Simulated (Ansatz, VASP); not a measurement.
# Cross-check of Si3N4 between VASP and Ansatz, part 2 of 2

Wanted: the spread between two codes on one cell, functional and k mesh. The cell is taken from a series of runs on this material, whose earlier steps may have relaxed, scaled, displaced or heated it; both programs get it as it stands.

VASP 6.6.1 and Ansatz 0.2.0.

So far. Step 2 (VASP: single point, r2SCAN): The run ends at a pressure of -6.58 GPa, with forces up to 0.055 eV/Å.

**3. Ansatz: single point, r2SCAN**

Level of this step: Ansatz beside VASP: Kohn-Sham DFT, plane waves, r2SCAN (Ansatz).

Ansatz runs on its PAW soft_1 files.

The same cell, functional and mesh now go to Ansatz, which takes its cutoff from its data sets.

The input, input.yaml:

```yaml
crystal:
  lattice:
    - [0.0, 3.893718, 3.893718]
    - [3.893718, 0.0, 3.893718]
    - [3.893718, 3.893718, 0.0]
  atoms:
    - { symbol: Si, position: [0.125, 0.125, 0.625] }
    - { symbol: Si, position: [0.125, 0.625, 0.125] }
    - { symbol: Si, position: [0.625, 0.125, 0.125] }
    - { symbol: Si, position: [0.125, 0.125, 0.125] }
    - { symbol: Si, position: [0.75, 0.75, 0.75] }
    - { symbol: Si, position: [0.5, 0.5, 0.5] }
    - { symbol: "N", position: [0.367563, 0.367563, 0.367563] }
    - { symbol: "N", position: [0.352689, 0.882437, 0.882437] }
    - { symbol: "N", position: [0.882437, 0.882437, 0.352689] }
    - { symbol: "N", position: [0.882437, 0.352689, 0.882437] }
    - { symbol: "N", position: [0.367563, 0.367563, 0.897311] }
    - { symbol: "N", position: [0.367563, 0.897311, 0.367563] }
    - { symbol: "N", position: [0.882437, 0.882437, 0.882437] }
    - { symbol: "N", position: [0.897311, 0.367563, 0.367563] }
kpoints:
  mp_grid: { grid: [6, 6, 6] }
  band_path:
    path:
      - [0.0, 0.0, 0.0]
      - [0.5, 0.0, 0.5]
      - [0.625, 0.25, 0.625]
      - [0.375, 0.375, 0.75]
      - [0.5, 0.5, 0.5]
      - [0.5, 0.25, 0.75]
      - [0.0, 0.1666666667, -0.1666666667]
    npoints: 1
hamiltonian:
  xc: r2scan
  pseudopotentials: { kind: paw, azcp: { folder: soft_1 } }
scf:
  occupations: { method: fixed }
  n_extra_bands: 8
output:
  eigenvalues: true
  forces: true
  stress: true
```

Launch:

```bash
> ansatz run input.yaml --threads 3 --pin off --max-ram 92160MiB --backend cuda --events-out ev --progress --plain --runs-dir out --devices 1 --max-vram 13GiB
```

Numbers of over 12 decimals in the logs are rounded to 6 here.

The log of the run:

```text
scf.n_extra_bands = 8 over 32 filled bands (N_el = 64.0): the run solves 40 bands
GPUs: using 1 of 1 available (devices: 1).
Engine: ansatz 0.2.0, x86_64-unknown-linux-gnu
Pseudopotentials: kind: paw
Pseudopotential: Si, paw, valence charge 4, recommended cutoff 500 eV (meta_gga), soft_1/Si.paw.azcp
Pseudopotential: N, paw, valence charge 5, recommended cutoff 500 eV (meta_gga), soft_1/N.paw.azcp
Functional definition: r2SCAN
  parameter k0 = 0.174
  parameter k1 = 0.065
  parameter a1 = 4.9479
  exchange = r2scan_x(k0 = k0, k1 = k1, a1 = a1)
  correlation = r2scan_c
device memory: the entry about to start is reckoned to put 3.9 GiB on a device that reports 55.6 GiB free (of which the cap on the GPU budget leaves the run 13.0 GiB)
GPU FFT provider: cuFFT
GPU libraries: cuBLAS 13.8.2, cuFFT 12.4.0, cuSOLVER 12.3.4
Crystal: 14 atoms, lattice volume = 118.066 Å³
Basis set: ecut = 500 eV, 2975 PW (Γ), exchange–correlation on 180×180×180 points (64 copies of the dense FFT grid, shifted against one another)
Bands: 40, of which v1, the nominal top of the filled ones, is band 32 counted from 1 (31 counted from 0)
Symmetry: 48 space group operations
Space group: Fd-3m (ITA 227), of the structure as read, at distance tolerance 4.9e-5 Å
k-points: 16 of 216
Non-local potential: Si, projectors of the file, l = 0: 2, l = 1: 2, l = 2: 1
Non-local potential: N, projectors of the file, l = 0: 2, l = 1: 2, l = 2: 1
PAW form: soft (Blöchl's): semilocal exchange-correlation on the pseudo side does not see the compensation charge
PAW frozen core: Si, regenerated for the run's functional (the file was generated under x = pbe(κ = 0.804, μ = 0.219515), c = pbe(β = 0.066725))
PAW frozen core: N, regenerated for the run's functional (the file was generated under x = pbe(κ = 0.804, μ = 0.219515), c = pbe(β = 0.066725))
PAW one-centre angular grid: Si, 302 points (default); XC on 160 Gauss nodes
PAW one-centre angular grid: N, 302 points (default); XC on 160 Gauss nodes
Initial density: superposition of atomic densities (chi_scale 0.1, normalization cell, long waves kept (reshape's long-wave potential 0.00 eV rms))
Initial wavefunctions: pseudopotential atomic-orbital guess
GPU buffer pool allocated for 91125 grid points (all kernels)
GPU transforms: local potential and band sums: pruned to the plane-wave sphere, on 45×45×45
Functional: x = r2scan, c = r2scan; τ floored in thin density (d = 2e-4 eV/Å³)
SCF iter   1: F=—  HF=-6933.836754 eV  |F-HF|=—  |Δ(HF+E_count)|=         —  Δρ=1.47e-1  dr2=2.66e1  dr2_τ=3.77e0  ethr=3.10e-3  ⟨swp⟩=5.1  Hψ=2648  notcnv=0  defer=73
preconditioner: auto → Resta (q_TF=auto, 2.464 Å⁻¹)  ε∞=4.1  [insulator: Δε(μ)=5.650 eV  Ē_g=15.596 eV  n_scr=26 (ndim 8)  ℏωp=27.3 eV  f_vac=0.000  ε∞_Penn≈4.1]
SCF iter   2: F=—  HF=-6927.947746 eV  |F-HF|=—  |Δ(HF+E_count)|=    5.89e0  Δρ=5.52e-2  dr2=2.63e0  dr2_τ=4.49e-1  ethr=3.10e-3  ⟨swp⟩=4.1  Hψ=1814  notcnv=0  defer=79
SCF iter   3: F=—  HF=-6928.424567 eV  |F-HF|=—  |Δ(HF+E_count)|=   4.77e-1  Δρ=2.44e-2  dr2=3.79e-1  dr2_τ=2.14e-2  ethr=3.10e-3  ⟨swp⟩=2.1  Hψ=981  notcnv=0  defer=79
SCF iter   4: F=—  HF=-6928.519281 eV  |F-HF|=—  |Δ(HF+E_count)|=   9.47e-2  Δρ=2.09e-3  dr2=3.45e-3  dr2_τ=5.06e-4  ethr=5.93e-4  ⟨swp⟩=3.2  Hψ=1153  notcnv=0  defer=86
SCF iter   5: F=—  HF=-6928.520407 eV  |F-HF|=—  |Δ(HF+E_count)|=   1.13e-3  Δρ=4.15e-4  dr2=1.63e-4  dr2_τ=6.98e-6  ethr=5.39e-6  ⟨swp⟩=2.5  Hψ=1029  notcnv=0  defer=90
SCF iter   6: F=—  HF=-6928.520497 eV  |F-HF|=—  |Δ(HF+E_count)|=   9.07e-5  Δρ=5.46e-5  dr2=2.34e-6  dr2_τ=1.28e-7  ethr=2.55e-7  ⟨swp⟩=2.6  Hψ=1111  notcnv=0  defer=90
SCF iter   7: F=—  HF=-6928.520501 eV  |F-HF|=—  |Δ(HF+E_count)|=   3.13e-6  Δρ=5.85e-6  dr2=2.37e-8  dr2_τ=2.33e-9  ethr=1.56e-10  ⟨swp⟩=18.1  Hψ=4523  notcnv=0
SCF iter   8: F=-6928.520501 eV  HF=-6928.520501 eV  |F-HF|=2.29e-10  |Δ(HF+E_count)|=   2.06e-8  Δρ=1.23e-6  dr2=1.27e-9  dr2_τ=5.26e-11  ethr=3.70e-11  ⟨swp⟩=1.1  Hψ=2089  notcnv=0
SCF 1 converged in 8 iterations: F = -6928.520501 eV  dr2 = 1.27e-9
  greatest PAW one-centre occupation: 0.800 electrons in one spin orbital (limit 2), on the N atom at site 12 (counted from 0), in its partial waves of l = 0
device memory: the entry about to start is reckoned to put 2.2 GiB on a device that reports 54.9 GiB free (of which the cap on the GPU budget leaves the run 13.0 GiB)
NSCF: frozen V_eff on 7 k-points
SCF converged after 8 iterations
Free energy (F): -6928.520501 eV
Harris-Foulkes:  -6928.520501 eV  (|F-HF|=2.29e-10)
Internal energy: -6928.520501 eV  (E = F + TS)
E sigma→0 (E₀):  -6928.520501 eV
Fermi energy:    10.756949 eV
--- Per-component energies (eV) ---
  E_band       = 237.931960
  E_kinetic    = 1347.801832
  E_local      = -1363.761363  (includes V_loc(G=0)·N_el)
  E_nonlocal   = 389.381456
  E_hartree    = 496.983399
  E_xc         = -807.105413
  E_vxc        = -1001.434329  (∫ρ·V_xc dr)
  E_paw        = -4150.284228  (= ΣΔE_a)
  E_vpaw       = -180.885812  (= ΣTr[D̂ρ^β])
  E_aug_tail   = 0.000205  (compensation charges beyond the density's cutoff)
  E_vtau       = 52.862455  (kinetic-family band-sum trace: ∫τ·v_τ [+ j·A + Jᵃ·Aᵃ] dr)
  E_ewald      = -2840.841273
  E_core_change = -0.695117  (= ΣΔE_core)
  E_smearing   = -0.000000  (= −TS)
  E_closure    = -0.000000  (closes the sum)
  Σ components = -6928.520501   (vs F -6928.520501, Δ=0.00e0)
--- Forces (eV/Å), atoms counted from 1 ---
  atom   1  Si     0.00000000    -0.00000000    -0.00000000
  atom   2  Si     0.00000000     0.00000000     0.00000000
  atom   3  Si     0.00000000     0.00000000     0.00000000
  atom   4  Si     0.00000000    -0.00000000    -0.00000000
  atom   5  Si    -0.00000000     0.00000000     0.00000000
  atom   6  Si    -0.00000000    -0.00000000     0.00000000
  atom   7  N     -0.04369545    -0.04369545    -0.04369545
  atom   8  N      0.04369545    -0.04369545    -0.04369545
  atom   9  N     -0.04369545    -0.04369545     0.04369545
  atom  10  N     -0.04369545     0.04369545    -0.04369545
  atom  11  N      0.04369545     0.04369545    -0.04369545
  atom  12  N      0.04369545    -0.04369545     0.04369545
  atom  13  N      0.04369545     0.04369545     0.04369545
  atom  14  N     -0.04369545     0.04369545     0.04369545
  max |Σ_I F_I| component: 6.94e-17 eV/Å
--- Stress (GPa, compression-positive) ---
       -6.888108       0.000000       0.000000
       -0.000000      -6.888108       0.000000
       -0.000000       0.000000      -6.888108
  P = ⅓ Tr σ = -6.8881 GPa (-68.881 kbar)
--- Band table (eV; the first three rows and the last of 16) ---
  k-point 0: bands = [... 28 lower, 10.5796, 10.7238, 10.7238, 10.7238, 14.6843, 14.6843, 14.6843, 16.3432, ... 4 higher]
  k-point 1: bands = [... 28 lower, 10.3423, 10.4376, 10.6776, 10.6776, 15.0883, 15.1954, 15.1954, 16.8541, ... 4 higher]
  k-point 2: bands = [... 28 lower, 10.2175, 10.2175, 10.5341, 10.5341, 15.8331, 16.2716, 16.2716, 17.9794, ... 4 higher]
  k-point 15: bands = [... 28 lower, 9.5183, 9.5183, 10.1251, 10.1251, 18.0911, 18.0911, 18.5031, 18.5031, ... 4 higher]
```

**4. Side by side**

Known differences besides the potentials themselves: VASP keeps PBE cores, Ansatz makes them for the functional; fixed occupations in Ansatz, narrow Gaussian smearing in VASP; the cutoff is 500 eV in Ansatz and 660 eV in VASP. Total energies have different zeros and are not compared.

The two programs side by side:

| quantity | Ansatz | VASP | difference |
| --- | --- | --- | --- |
| pressure (GPa) | -6.89 | -6.58 | -0.31 |
| gap on the k mesh (eV) | 3.927 | 3.928 | -0.001 |

Forces on 7 of the 14 atoms, those with the largest forces and the largest differences (eV/Å; atoms numbered as in POSCAR):

| atom | Ansatz x, y, z | VASP x, y, z |
| --- | --- | --- |
| N7 | -0.044, -0.044, -0.044 | -0.031, -0.031, -0.031 |
| N8 | 0.044, -0.044, -0.044 | 0.031, -0.031, -0.031 |
| N10 | -0.044, 0.044, -0.044 | -0.031, 0.031, -0.031 |
| N11 | 0.044, 0.044, -0.044 | 0.031, 0.031, -0.031 |
| N12 | 0.044, -0.044, 0.044 | 0.031, -0.031, 0.031 |
| N13 | 0.044, 0.044, 0.044 | 0.031, 0.031, 0.031 |
| N14 | -0.044, 0.044, 0.044 | -0.031, 0.031, 0.031 |

The forces differ by 9.2 meV/Å r.m.s., which is 38.7 % of the r.m.s. force of 0.024 eV/Å (both taken over all components). A gap on the mesh is an upper bound, since the band edges may lie between its points. VASP's last cycles still show a density residual of 3e-03, so its state may not be settled.

**5. Summary of results**

```json
{"difference in gap on the k mesh (single point, r2SCAN)": "-5.0e-4 eV", "r.m.s. force difference (single point, r2SCAN)": "9.2 meV/Å"}
```

What this shows: The r.m.s. force difference is 9.2 meV/Å (single point, r2SCAN), within the 12 meV/Å picked in this series as the mark of a large difference. Such differences can come from data sets, numerical settings and the points named under the comparisons, not from the functional's error against experiment.

[Lines on the potential files, build, host, timing and source positions are cut from VASP's logs without a mark.]

[Logs are printed without paths, hosts, clocks, repeated set-up lines and the standing remarks that a program may print on its own settings, such as how far it seeks lower states.]

[Hosts, paths, dates, database ids (printed as entryN), source tags and the programs' standing remarks are cut or masked in the printed files.]
